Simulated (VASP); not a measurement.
**What spin-orbit coupling changes in Rhodium**

Aim: run bands, DOS and a relaxation of Rhodium twice, without and with spin-orbit coupling. All runs use PBE. Left out of this account: 1 further run (self-consistent run: a reference on another mesh). The start is a cell from a database of measured crystal structures.

Calculated with VASP 6.6.1; PBE; plane waves and PAW (Rh_pv), in the first sound run; inputs show where later runs differ.

This is a report of a sequence of runs, with most program output left out.

## (1) The starting structure

It takes space group Fm-3m (No. 225, cubic). Conventional cell: a = 3.803 Å, b = 3.803 Å, c = 3.803 Å, α = 90.00°, β = 90.00°, γ = 90.00°. Nearest to Rh lie 12 Rh at 2.69 Å.

Structure file:

```
Rh
1.0
     0.00000    1.90155    1.90155
     1.90155    0.00000    1.90155
     1.90155    1.90155    0.00000
Rh
1
Direct
  0.00000 0.00000 0.00000
```

## (2) Band structure (PBE)

The mesh alone shows little of the dispersion and can miss band extrema, so KPOINTS_OPT adds a path through the symmetry points after the self-consistent cycle. PBE, the usual starting point, adds the gradient of the density.

INCAR

```
SYSTEM = Rh
PREC = Accurate
ENCUT = 400
EDIFF = 1E-06
NELM = 100
ISMEAR = -1
SIGMA = 0.05
LREAL = .FALSE.
ALGO = Normal
GGA = PE
NBANDS = 18
LASPH = .TRUE.
LORBIT = 11
LWAVE = .FALSE.
LCHARG = .FALSE.
KPAR = 2
```

POSCAR

```
Rh
1.0
    0.0000000000      1.9015500000      1.9015500000
    1.9015500000      0.0000000000      1.9015500000
    1.9015500000      1.9015500000      0.0000000000
Rh
1
Direct
    0.0000000000      0.0000000000      0.0000000000
```

KPOINTS

```
Automatic mesh
0
Gamma
15 15 15
0 0 0
```

KPOINTS_OPT

```
Line mode
16
Line-mode
Reciprocal
  0.00000000   0.00000000   0.00000000 GAMMA
  0.50000000   0.00000000   0.50000000 X

  0.50000000   0.00000000   0.50000000 X
  0.50000000   0.25000000   0.75000000 W

  0.50000000   0.25000000   0.75000000 W
  0.37500000   0.37500000   0.75000000 K

  0.37500000   0.37500000   0.75000000 K
  0.00000000   0.00000000   0.00000000 GAMMA

  0.00000000   0.00000000   0.00000000 GAMMA
  0.50000000   0.50000000   0.50000000 L

  0.50000000   0.50000000   0.50000000 L
  0.62500000   0.25000000   0.62500000 U

  0.62500000   0.25000000   0.62500000 U
  0.50000000   0.25000000   0.75000000 W

  0.50000000   0.25000000   0.75000000 W
  0.50000000   0.50000000   0.50000000 L

  0.50000000   0.50000000   0.50000000 L
  0.37500000   0.37500000   0.75000000 K

  0.62500000   0.25000000   0.62500000 U
  0.50000000   0.00000000   0.50000000 X
```

PAW data sets: Rh_pv (PBE family, release 64).

Started as:

```bash
> mpirun -np 2 vasp_std
```

Run time: 24 s. Hardware: 2 MPI ranks of AMD EPYC 7R43, shared host; peak memory 0.19 GiB.

This run has no spin polarisation. Its electron count is odd, so without a moment it is a metal by construction. Spin-orbit coupling is off here; it would split degenerate levels. At this level the cell is under a pressure of 4.6 GPa, so at these settings it is away from equilibrium.

Numbers from this step:

| Quantity | Value |
| --- | --- |
| SCF cycles | 10 |
| electrons | 15 |
| bands | 18 |
| irreducible k-points | 120 |
| symmetry operations | 48 |
| free energy (TOTEN) | -7.257 eV |
| energy at zero smearing | -7.251 eV |
| Fermi energy | 11.91 eV |
| pressure | 4.613 GPa |
| metallic | yes |

Electronic bands along the path, in eV, zero at the Fermi level; # counts the bands kept:

| point | #1 | #2 | #3 | #4 | #5 | #6 |
| --- | --- | --- | --- | --- | --- | --- |
| Γ | -7.97 | -3.09 | -3.09 | -3.09 | -1.01 | -1.01 |
| 0.47 of the way | -5.77 | -4.54 | -2.02 | -1.67 | -1.67 | -0.36 |
| X | -6.32 | -5.96 | 0.53 | 0.97 | 0.97 | 3.26 |
| 0.47 of the way | -5.84 | -5.48 | -1.16 | -0.15 | 0.97 | 5.78 |
| W | -5.03 | -3.81 | -3.81 | -1.22 | 0.97 | 9.62 |
| 0.53 of the way | -5.27 | -4.63 | -2.65 | -0.92 | 0.68 | 8.25 |
| K | -5.52 | -4.77 | -2.07 | -0.71 | 0.36 | 7.86 |
| 0.47 of the way | -4.95 | -4.02 | -3.04 | -1.95 | -1.74 | 1.23 |
| Γ | -7.97 | -3.09 | -3.09 | -3.09 | -1.01 | -1.01 |
| 0.53 of the way | -6.08 | -3.05 | -2.75 | -2.75 | -0.74 | -0.74 |
| L | -6.13 | -3.17 | -3.17 | 0.56 | 0.56 | 0.73 |
| 0.47 of the way | -5.38 | -3.82 | -2.41 | -2.17 | 0.41 | 4.42 |
| U | -5.52 | -4.77 | -2.07 | -0.71 | 0.36 | 7.86 |
| 0.47 of the way | -5.27 | -4.63 | -2.65 | -0.92 | 0.68 | 8.25 |
| W | -5.03 | -3.81 | -3.81 | -1.22 | 0.97 | 9.62 |
| 0.47 of the way | -4.89 | -4.25 | -2.81 | -1.89 | 0.35 | 5.75 |
| L | -6.13 | -3.17 | -3.17 | 0.56 | 0.56 | 0.73 |
| 0.53 of the way | -5.24 | -3.95 | -2.43 | -2.20 | 0.37 | 4.99 |
| K | -5.52 | -4.77 | -2.07 | -0.71 | 0.36 | 7.86 |
| jump to U | -5.52 | -4.77 | -2.07 | -0.71 | 0.36 | 7.86 |
| 0.47 of the way | -6.03 | -5.61 | -0.53 | 0.09 | 0.79 | 5.20 |
| X | -6.32 | -5.96 | 0.53 | 0.97 | 0.97 | 3.26 |

There is no gap at this level.

## (3) Band structure (PBE + SOC)

This step: PBE, spin-orbit coupling; plane waves and PAW (Rh_pv) (VASP 6.6.1).

Levels along the symmetry lines show where the bands peak and cross; KPOINTS_OPT computes them in the converged potential. Spin-orbit coupling needs spinors and the noncollinear program, where each band holds one electron.

Edit INCAR of step 2 so:

```diff
@@ -10,4 +10,9 @@
 GGA = PE
-NBANDS = 18
+LNONCOLLINEAR = .TRUE.
+MAGMOM = 0 0 0
+NBANDS = 26
+GGA_COMPAT = .FALSE.
 LASPH = .TRUE.
+LSORBIT = .TRUE.
+LMAXMIX = 4
 LORBIT = 11
```

POSCAR is that of step 2.

KPOINTS is that of step 2.

KPOINTS_OPT is that of step 2.

Started as:

```bash
> mpirun -np 2 vasp_ncl
```

Wall time 69 s (2 MPI ranks); peak memory 0.33 GiB.

At this level the cell is under a pressure of 4.8 GPa, so at these settings it is away from equilibrium.

This step gave:

| Property | Result |
| --- | --- |
| SCF cycles | 12 |
| bands | 26 |
| free energy (TOTEN) | -7.412 eV |
| energy at zero smearing | -7.407 eV |
| Fermi energy | 11.92 eV |
| pressure | 4.807 GPa |

On-site spin-orbit energy by atom:

| atom | on-site spin-orbit energy (eV) |
| --- | --- |
| Rh1 | -0.309 |

Electronic bands along the path, in eV, zero at the Fermi level; # counts the bands kept:

| point | #5 | #6 | #7 | #8 | #9 | #10 | #11 | #12 |
| --- | --- | --- | --- | --- | --- | --- | --- | --- |
| Γ | -3.20 | -3.20 | -2.94 | -2.94 | -1.00 | -1.00 | -1.00 | -1.00 |
| 0.47 of the way | -2.14 | -2.14 | -1.66 | -1.66 | -1.59 | -1.59 | -0.35 | -0.35 |
| X | 0.48 | 0.48 | 0.86 | 0.86 | 1.11 | 1.11 | 3.24 | 3.24 |
| 0.47 of the way | -1.18 | -1.18 | -0.15 | -0.15 | 0.97 | 0.97 | 5.76 | 5.76 |
| W | -3.80 | -3.80 | -1.22 | -1.22 | 0.97 | 0.97 | 9.42 | 9.42 |
| 0.53 of the way | -2.67 | -2.67 | -0.93 | -0.93 | 0.68 | 0.68 | 8.22 | 8.22 |
| K | -2.09 | -2.09 | -0.72 | -0.72 | 0.36 | 0.36 | 7.83 | 7.83 |
| 0.47 of the way | -3.08 | -3.08 | -1.97 | -1.97 | -1.70 | -1.70 | 1.23 | 1.23 |
| Γ | -3.20 | -3.20 | -2.94 | -2.94 | -1.00 | -1.00 | -1.00 | -1.00 |
| 0.53 of the way | -2.94 | -2.94 | -2.61 | -2.61 | -0.83 | -0.83 | -0.64 | -0.64 |
| L | -3.04 | -3.04 | 0.47 | 0.47 | 0.63 | 0.63 | 0.72 | 0.72 |
| 0.47 of the way | -2.45 | -2.45 | -2.14 | -2.14 | 0.40 | 0.40 | 4.41 | 4.41 |
| U | -2.09 | -2.09 | -0.72 | -0.72 | 0.36 | 0.36 | 7.83 | 7.83 |
| 0.47 of the way | -2.67 | -2.67 | -0.93 | -0.93 | 0.68 | 0.68 | 8.22 | 8.22 |
| W | -3.80 | -3.80 | -1.22 | -1.22 | 0.97 | 0.97 | 9.42 | 9.42 |
| 0.47 of the way | -2.84 | -2.84 | -1.88 | -1.88 | 0.35 | 0.35 | 5.75 | 5.75 |
| L | -3.04 | -3.04 | 0.47 | 0.47 | 0.63 | 0.63 | 0.72 | 0.72 |
| 0.53 of the way | -2.48 | -2.48 | -2.17 | -2.17 | 0.36 | 0.36 | 4.98 | 4.98 |
| K | -2.09 | -2.09 | -0.72 | -0.72 | 0.36 | 0.36 | 7.83 | 7.83 |
| jump to U | -2.09 | -2.09 | -0.72 | -0.72 | 0.36 | 0.36 | 7.83 | 7.83 |
| 0.47 of the way | -0.56 | -0.56 | 0.08 | 0.08 | 0.80 | 0.80 | 5.19 | 5.19 |
| X | 0.48 | 0.48 | 0.86 | 0.86 | 1.11 | 1.11 | 3.24 | 3.24 |

There is no gap at this level. Without the coupling there was no gap either. The run took 2.9 times the core time, with 26 spinor bands against 18.

## (4) Density of states (PBE)

This step: PBE; plane waves and PAW (Rh_pv) (VASP 6.6.1).

Here the states are counted by energy and projected on the atoms.

INCAR

```
SYSTEM = Rh
PREC = Accurate
ENCUT = 400
EDIFF = 1E-06
NELM = 100
ISMEAR = -5
SIGMA = 0.05
LREAL = .FALSE.
ALGO = Normal
GGA = PE
NBANDS = 18
LASPH = .TRUE.
LORBIT = 11
LWAVE = .FALSE.
LCHARG = .FALSE.
KPAR = 2
NEDOS = 2001
```

POSCAR is that of step 3.

KPOINTS is that of step 3.

Started as:

```bash
> mpirun -np 2 vasp_std
```

The job ended after 12 s (2 MPI ranks; peak memory 0.19 GiB; 23 s of CPU time).

At this level the cell is under a pressure of 4.4 GPa, so at these settings it is away from equilibrium. With tetrahedra the forces and stress of a metal are not exact derivatives of the energy.

Numbers from this step:

| Property | Result |
| --- | --- |
| bands | 18 |
| free energy (TOTEN) | -7.250 eV |
| Fermi energy | 11.89 eV |
| pressure | 4.431 GPa |
| DOS at the Fermi level | 1.288 states/eV/cell |

The density of states has structure finer than the step of the table below, so its rows give means over 1 eV, whole bins alone (the curve runs from -12.0 to 7.90 eV). Peaks (eV: height): total -5.3: 2.31, -2.6: 2.82, -1.1: 1.67, 0.5: 2.39; Rh d -5.3: 1.59, -2.6: 2.39, -1.1: 1.46, 0.5: 2.30; Rh p -4.2: 0.0741, -2.8: 0.122, -2.1: 0.0887, 4.9: 0.0705; Rh s -5.3: 0.235, -2.8: 0.066.

States under -12.0 eV and over 7.9 eV are left out. Density of states against energy, zero at the Fermi level; means over each step; values in states/eV/cell:

| energy (eV) | total | Rh d | Rh p | Rh s |
| --- | --- | --- | --- | --- |
| -9 | 0 | 0 | 0 | 0 |
| -8 | 0.0107 | 4.7e-6 | 1.7e-4 | 0.00645 |
| -7 | 0.0761 | 0.00246 | 0.00318 | 0.0418 |
| -6 | 0.733 | 0.423 | 0.0201 | 0.131 |
| -5 | 1.69 | 1.22 | 0.0560 | 0.123 |
| -4 | 1.25 | 0.993 | 0.0530 | 0.0201 |
| -3 | 1.91 | 1.56 | 0.0860 | 0.0391 |
| -2 | 1.32 | 1.10 | 0.0628 | 0.0215 |
| -1 | 1.41 | 1.24 | 0.0417 | 0.0160 |
| 0 | 1.49 | 1.39 | 0.0228 | 0.0116 |
| 1 | 0.734 | 0.658 | 0.0238 | 0.0152 |
| 2 | 0.237 | 0.138 | 0.0386 | 0.0202 |
| 3 | 0.243 | 0.119 | 0.0535 | 0.0222 |
| 4 | 0.245 | 0.103 | 0.0655 | 0.0216 |
| 5 | 0.229 | 0.0871 | 0.0693 | 0.0194 |
| 6 | 0.198 | 0.0679 | 0.0660 | 0.0163 |
| 7 | 0.152 | 0.0474 | 0.0542 | 0.0130 |

Of the states within 0.3 eV of the Fermi level, the largest shares in the PAW spheres are Rh d 93 %. The rest lies in smaller channels or between the spheres.

## (5) Total and projected DOS (PBE + SOC)

This step: PBE, spin-orbit coupling; plane waves and PAW (Rh_pv) (VASP 6.6.1).

Edit INCAR of step 4 so:

```diff
@@ -10,4 +10,9 @@
 GGA = PE
-NBANDS = 18
+LNONCOLLINEAR = .TRUE.
+MAGMOM = 0 0 0
+NBANDS = 26
+GGA_COMPAT = .FALSE.
 LASPH = .TRUE.
+LSORBIT = .TRUE.
+LMAXMIX = 4
 LORBIT = 11
```

POSCAR is that of step 4.

KPOINTS is that of step 4.

Started as:

```bash
> mpirun -np 2 vasp_ncl
```

Elapsed: 39 s, on 2 MPI ranks; peak memory 0.27 GiB; 76 s of CPU time.

Numbers from this step:

```yaml
bands: 26
free_energy_toten: -7.405 eV
pressure: 4.767 GPa
dos_at_the_fermi_level: 1.274 states/eV/cell
```

On-site spin-orbit energy by atom:

| atom | on-site spin-orbit energy (eV) |
| --- | --- |
| Rh1 | -0.311 |

The density of states has structure finer than the step of the table below, so its rows give means over 1 eV, whole bins alone (the curve runs from -12.0 to 7.92 eV). Peaks (eV: height): total -5.3: 2.35, -2.8: 3.16, -1.2: 1.75, 0.5: 2.30; Rh d -5.3: 1.62, -2.8: 2.65, -1.2: 1.54, 0.5: 2.20; Rh p -4.3: 0.0744, -2.8: 0.119, -2.1: 0.0916, 4.8: 0.0704; Rh s -5.3: 0.235, -2.9: 0.0639.

States under -12.0 eV and over 7.9 eV are left out. Table of density of states by energy, zero at the Fermi level; means over each step; values in states/eV/cell:

| energy (eV) | total | Rh d | Rh p | Rh s |
| --- | --- | --- | --- | --- |
| -9 | 0 | 0 | 0 | 0 |
| -8 | 0.0110 | 4.8e-6 | 1.5e-4 | 0.00664 |
| -7 | 0.0764 | 0.00244 | 0.00318 | 0.0420 |
| -6 | 0.752 | 0.436 | 0.0205 | 0.133 |
| -5 | 1.68 | 1.22 | 0.0557 | 0.121 |
| -4 | 1.27 | 1.01 | 0.0532 | 0.0200 |
| -3 | 1.86 | 1.51 | 0.0868 | 0.0392 |
| -2 | 1.32 | 1.10 | 0.0621 | 0.0213 |
| -1 | 1.41 | 1.25 | 0.0416 | 0.0156 |
| 0 | 1.48 | 1.38 | 0.0246 | 0.0122 |
| 1 | 0.738 | 0.663 | 0.0235 | 0.0153 |
| 2 | 0.238 | 0.141 | 0.0377 | 0.0201 |
| 3 | 0.243 | 0.119 | 0.0535 | 0.0221 |
| 4 | 0.245 | 0.104 | 0.0655 | 0.0216 |
| 5 | 0.229 | 0.0873 | 0.0693 | 0.0194 |
| 6 | 0.198 | 0.0682 | 0.0660 | 0.0163 |
| 7 | 0.154 | 0.0485 | 0.0557 | 0.0123 |

The DOS at the Fermi level goes from 1.29 to 1.27 states/eV/cell, a number that is sensitive to the mesh. The run took 3.2 times the core time, with 26 spinor bands against 18. Of the states within 0.3 eV of the Fermi level, the largest shares in the PAW spheres are Rh d 93 %. The rest lies in smaller channels or between the spheres.

## (6) Relaxing cell and atoms (PBE)

This step: PBE; plane waves and PAW (Rh_pv) (VASP 6.6.1).

Last, the cell itself: ISIF = 3 frees volume, shape and positions, first without the coupling.

INCAR

```
SYSTEM = Rh
PREC = Accurate
ENCUT = 400
EDIFF = 1E-06
NELM = 100
ISMEAR = -1
SIGMA = 0.05
LREAL = .FALSE.
ALGO = Normal
GGA = PE
NBANDS = 13
LASPH = .TRUE.
LORBIT = 11
LWAVE = .FALSE.
LCHARG = .FALSE.
KPAR = 2
IBRION = 2
NSW = 60
ISIF = 3
EDIFFG = -0.01
```

POSCAR is that of step 5.

KPOINTS is that of step 5.

Started as:

```bash
> mpirun -np 2 vasp_std
```

The job ended after 22 s (2 MPI ranks; peak memory 0.19 GiB).

The run keeps the 48 symmetry operations of its start, so it cannot find a distortion of lower symmetry.

Relaxation path:

| step | energy less that of the first step (eV) | largest force (eV/Å) | pressure (GPa) | volume (Å³) |
| --- | --- | --- | --- | --- |
| 1 | 0.0000 | 0.0000 | 4.50 | 13.75 |
| 2 | 0.0146 | 0.0000 | -9.64 | 14.54 |
| 3 | -0.0030 | 0.0000 | -0.04 | 13.98 |

| conventional cell, symmetrised | before | after | change |
| --- | --- | --- | --- |
| a (Å) | 3.803 | 3.824 | +0.5 % |
| b (Å) | 3.803 | 3.824 | +0.5 % |
| c (Å) | 3.803 | 3.824 | +0.5 % |
| volume (Å³/atom) | 13.75 | 13.98 | +1.6 % |

The relaxed structure:

```xyz
1
Lattice="0.0000 1.9118 1.9118 1.9118 0.0000 1.9118 1.9118 1.9118 0.0000" Properties=species:S:1:pos:R:3 pbc="T T T"
Rh    0.0000    0.0000    0.0000
```

This step gave:

```yaml
bands: 13
free_energy_toten: -7.260 eV
energy_at_zero_smearing: -7.254 eV
fermi_energy: 11.61 eV
pressure: -0.03586 GPa
scf_cycles_over_all_ionic_steps: 26
```

It ends with forces that vanish by symmetry and a pressure of -0.04 GPa.

## (7) Full relaxation (PBE + SOC)

This step: PBE, spin-orbit coupling; plane waves and PAW (Rh_pv) (VASP 6.6.1).

The same relaxation with spinors and spin-orbit coupling.

Edit INCAR of step 6 so:

```diff
@@ -10,4 +10,9 @@
 GGA = PE
-NBANDS = 13
+LNONCOLLINEAR = .TRUE.
+MAGMOM = 0 0 0
+NBANDS = 26
+GGA_COMPAT = .FALSE.
 LASPH = .TRUE.
+LSORBIT = .TRUE.
+LMAXMIX = 4
 LORBIT = 11
```

POSCAR is that of step 6.

KPOINTS is that of step 6.

Started as:

```bash
> mpirun -np 2 vasp_ncl
```

Wall time 94 s (2 MPI ranks); peak memory 0.28 GiB; 3.1 min of CPU time.

Relaxation path:

| step | energy less that of the first step (eV) | largest force (eV/Å) | pressure (GPa) | volume (Å³) |
| --- | --- | --- | --- | --- |
| 1 | 0.0000 | 0.0000 | 4.81 | 13.75 |
| 2 | 0.0161 | 0.0000 | -10.06 | 14.59 |
| 3 | -0.0035 | 0.0000 | -0.04 | 13.99 |

| conventional cell, symmetrised | before | after | change |
| --- | --- | --- | --- |
| a (Å) | 3.803 | 3.825 | +0.6 % |
| b (Å) | 3.803 | 3.825 | +0.6 % |
| c (Å) | 3.803 | 3.825 | +0.6 % |
| volume (Å³/atom) | 13.75 | 13.99 | +1.8 % |

The relaxed structure:

```xyz
1
Lattice="0.0000 1.9127 1.9127 1.9127 0.0000 1.9127 1.9127 1.9127 0.0000" Properties=species:S:1:pos:R:3 pbc="T T T"
Rh    0.0000    0.0000    0.0000
```

Numbers from this step:

* bands: 26
* free energy (TOTEN): -7.416 eV
* energy at zero smearing: -7.410 eV
* Fermi energy: 11.60 eV
* pressure: -0.04255 GPa
* SCF cycles over all ionic steps: 28

On-site spin-orbit energy by atom:

| atom | on-site spin-orbit energy (eV) |
| --- | --- |
| Rh1 | -0.310 |

The cell ends at 13.99 Å³/atom, +0.1 % from the run without the coupling. The run took 4.3 times the core time, with 26 spinor bands against 13.

The cell grew by 1.8 % in volume.

## (8) The runs together

| quantity | without | with spin-orbit coupling |
| --- | --- | --- |
| gap (eV) | none | none |
| core minutes, bands | 0.8 | 2.3 |
| DOS at the Fermi level (states/eV/cell) | 1.29 | 1.27 |
| core minutes, DOS | 0.41 | 1.3 |
| relaxed volume (Å³/atom) | 13.98 | 13.99 |
| core minutes, relaxation | 0.73 | 3.1 |

## (9) What came out

- gap (eV), without → with: none → none
- DOS at the Fermi level (states/eV/cell), without → with: 1.29 → 1.27
- relaxed volume (Å³/atom), without → with: 13.98 → 13.99

What this shows: Rhodium has no gap with or without spin-orbit coupling. The relaxed volume moves by +0.1 %. The spinor runs cost 2.9 to 4.3 times as much, on a shared host.

[Lines on the potential files, build, host, timing and source positions are cut from VASP's logs without a mark.]

[Logs are printed without paths, hosts, clocks, repeated set-up lines and the standing remarks that a program may print on its own settings, such as how far it seeks lower states.]

[Hosts, paths, dates, database ids (printed as entryN), source tags and the programs' standing remarks are cut or masked in the printed files.]

[A measured line is paired with the nearest computed mode of its activity, which favours agreement.]
